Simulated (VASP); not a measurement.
VASP runs on Bi (space group R-3m) share one base input (PBE GGA, plane waves, VASP's PBE PAW potentials (set 64)) and change the settings named in each case.

### KPOINTS
```
Automatic mesh
0
Gamma
11 11 11
0 0 0
```

**POSCAR**
```
Bi
1
    4.2487190000    -2.3202720000     0.0000000000
    4.2487190000     2.3202720000     0.0000000000
    2.9815930000     0.0000000000     3.8138410000
Bi
2
Direct
  0.2340000000   0.2340000000   0.2340000000
  0.7660000000   0.7660000000   0.7660000000
```

**INCAR**
```
SYSTEM = Bi
PREC = Accurate
ENCUT = 300
EDIFF = 1E-6
NELM = 100
ALGO = Normal
LREAL = .FALSE.
LASPH = .TRUE.
ISMEAR = 0
SIGMA = 0.1
GGA = PE
LMAXMIX = 4
LWAVE = .FALSE.
LCHARG = .FALSE.
ISIF = 2
```

POTCAR, in this order: Bi_d (PBE.64 set). Program: vasp_std.

| change | E(σ→0) (eV/atom) | pressure (GPa) | largest force (eV/Å) | −TS (eV) |
|---|---|---|---|---|
| base run | -3.8845 | -1.41 | 0.076 | -0.0010 |
| EDIFF = 1E-09, ENCUT = 420, KPOINTS 15×15×15 Γ-centred mesh | -3.8831 | (withheld) | (withheld) | -0.0010 |
| ENCUT = 240, SIGMA = 0.136, KPOINTS 2×2×2 Γ-centred mesh shifted by (0.5, 0.5, 0.5) | -4.1435 | -2.91 | 0.125 | 0.0000 |
| ENCUT = 150, GGA removed, ISMEAR = 1, SIGMA = 0.5, KPOINTS 8×8×8 Γ-centred mesh shifted by (0.5, 0.5, 0.5), POTCAR Bi_d (LDA.64 set) | 1.7882 | -281.67 | 0.003 | 0.0448 |
| KPOINTS 4×4×4 Γ-centred mesh | -3.9084 | -1.63 | 0.305 | -0.0057 |
| ENCUT = 180, KPOINTS 1×1×1 Γ-centred mesh | 0.0851 | -48.72 | 2.800 | 0.0000 |
| ENCUT = 180, KPOINTS 3×3×3 Γ-centred mesh shifted by (0.5, 0.5, 0.5) | -3.1722 | -64.61 | 0.719 | 0.0000 |

Task: Some entries are withheld; supply them.

Result: 
- EDIFF = 1E-09, ENCUT = 420, KPOINTS 15×15×15 Γ-centred mesh, pressure (GPa): -0.95
- EDIFF = 1E-09, ENCUT = 420, KPOINTS 15×15×15 Γ-centred mesh, largest force (eV/Å): 0.073

Energies of different potentials or functionals have different zeros.  Unless said otherwise, spin-orbit coupling is left out, though it shifts the bands of the heavy elements here. At 300 eV the pressure can carry a Pulay error.

Left out are runs that ran out of time, are held back, or changed the cell or the kind of run, fixed moments of cells without a moment, rows past the twelfth, gaps on odd meshes, pressures of charged cells and columns that move by less than the noise.

The structure is a typed Bi crystal. The cell was not relaxed at this level, forces remain on its atoms, its lattice was scaled by up to 2.5 %.
